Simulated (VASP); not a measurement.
An input for Ansatz (written as the equivalent of a VASP run, and not itself run):

Ansatz 0.2 input:
```yaml
crystal:
  lattice:
    - [0.0000000, 2.6306011, 2.6306011]
    - [2.6306011, 0.0000000, 2.6306011]
    - [2.6306011, 2.6306011, 0.0000000]
  atoms:
    - { symbol: Sr, position: [0.0000000, 0.0000000, 0.0000000] }
    - { symbol: O, position: [0.5000000, 0.5000000, 0.5000000] }
kpoints:
  mp_grid: { grid: [9, 9, 9] }
hamiltonian:
  xc: pbe
  dispersion: d3bj
  pseudopotentials: { kind: paw }
scf:
  occupations: { method: gaussian, width: 0.05 }
  max_iter: 100
output: { forces: true, stress: true, eigenvalues: true }
```

Write the VASP files for the same calculation (PBE-D3(BJ)).

Several could match; the one computed here: 
**INCAR**
```
SYSTEM = SrO
PREC = Accurate
ENCUT = 520
EDIFF = 1E-7
NELM = 100
ALGO = Normal
LREAL = .FALSE.
LASPH = .TRUE.
ISMEAR = 0
SIGMA = 0.05
GGA = PE
IVDW = 12
LMAXMIX = 4
LWAVE = .FALSE.
LCHARG = .FALSE.
ISIF = 2
```

### POSCAR
```
SrO
3.7202320
  0.0000000000   0.7071067293   0.7071067293
  0.7071067293   0.0000000000   0.7071067293
  0.7071067293   0.7071067293   0.0000000000
Sr O
1 1
direct
  0.0000000000   0.0000000000   0.0000000000
  0.5000000000   0.5000000000   0.5000000000
```

File KPOINTS:
```
Automatic mesh
0
Gamma
 9 9 9
0 0 0
```

POTCAR, in this order: Sr_sv O (PBE.64 set). Program: vasp_std.

Limits of the translation: each code has its own PAW files, so the cut-off isn't converted (ENCUT is set for VASP's; basis.ecutwfc is left out, and Ansatz then takes the one that its files recommend); Ansatz stops its SCF on the density residual and VASP on the energy change (EDIFF).

The compound is SrO in the rock salt structure. This cell is one point of a volume scan, at 1.06 of the reference volume.
